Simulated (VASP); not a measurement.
Here is a VASP 6.6.1 calculation.

File POSCAR:

```
HgAsPtS3
1.0
   -7.7241263900      0.0173663700      0.0801527100
   -1.4291839600     -5.6236843900      2.8853931900
   -1.4545310900      5.6798421900      2.9788859600
Pt Hg As S
2 2 2 6
Direct
    0.7566820000      0.9952870000      0.0417240000
    0.2886490000      0.9961040000      0.9465910000
    0.1982060000      0.6827720000      0.3319050000
    0.7213910000      0.3369370000      0.7154790000
    0.6907250000      0.6969890000      0.3725980000
    0.2191720000      0.3607250000      0.6622110000
    0.5685340000      0.4519160000      0.4575890000
    0.0965620000      0.4610140000      0.4471190000
    0.0249440000      0.1785950000      0.7417190000
    0.5330110000      0.7344480000      0.1891990000
    0.5732760000      0.0297680000      0.7666890000
    0.0682900000      0.7584180000      0.0312390000
```

The input INCAR.step1:

```
SYSTEM = HgAsPtS3
PREC = Accurate
ENCUT = 520
ISMEAR = -1
SIGMA = 0.1
LREAL = .FALSE.
LASPH = .TRUE.
NELM = 60
NBANDS = 57
GGA = PE
ALGO = Normal
EDIFF = 1E-4
LWAVE = .TRUE.
LCHARG = .FALSE.
```

INCAR.step2

```
SYSTEM = HgAsPtS3
PREC = Accurate
ENCUT = 520
EDIFF = 1E-6
ISMEAR = -1
SIGMA = 0.1
LREAL = .FALSE.
LASPH = .TRUE.
NELM = 60
ALGO = Normal
ISIF = 2
LWAVE = .FALSE.
LCHARG = .FALSE.
METAGGA = R2SCAN
LMIXTAU = .TRUE.
NBANDS = 57
ISTART = 1
```

KPOINTS

```
Automatic mesh
0
Gamma
  3 4 4
  0 0.5 0
```

Potentials or basis: VASP PAW PBE potentials, release 64 (Pt, Hg, As, S).

Run with:

```console
$ cat potpaw_PBE.64/Pt/POTCAR potpaw_PBE.64/Hg/POTCAR potpaw_PBE.64/As/POTCAR potpaw_PBE.64/S/POTCAR > POTCAR
$ cp INCAR.step1 INCAR
$ mpirun -np 1 vasp_std > vasp.out
$ cp INCAR.step2 INCAR
$ mpirun -np 1 vasp_std > vasp.out
```

**Question.** What does it give for the largest force?

**Answer.** 6.280 eV/Å.

**Question.** Predict the pressure.

**Answer.** 5.1 GPa.

**Question.** Estimate the band gap on the k mesh.

**Answer.** 0.15 eV, indirect (least direct gap 0.27 eV).

Forces on the atoms (eV/Å):
```
Pt  -0.122 -0.170 -0.238
Pt   0.039  0.544 -0.575
Hg  -2.333 -3.708  0.640
Hg   0.277 -1.261 -0.350
As  -5.209  3.202 -1.031
As  -1.469  0.904 -0.361
S    0.210  1.226 -0.613
S    3.678  2.643 -1.984
S   -0.328  0.853  0.125
S    4.698 -4.162 -0.218
S    0.656  1.857  2.863
S   -0.098 -1.928  1.742
```

Caveat: the PAW data sets were made with another functional, which shifts forces and pressure a little; spin-orbit coupling is left out, which moves the levels of the heavy elements. A k mesh can miss the band edges.
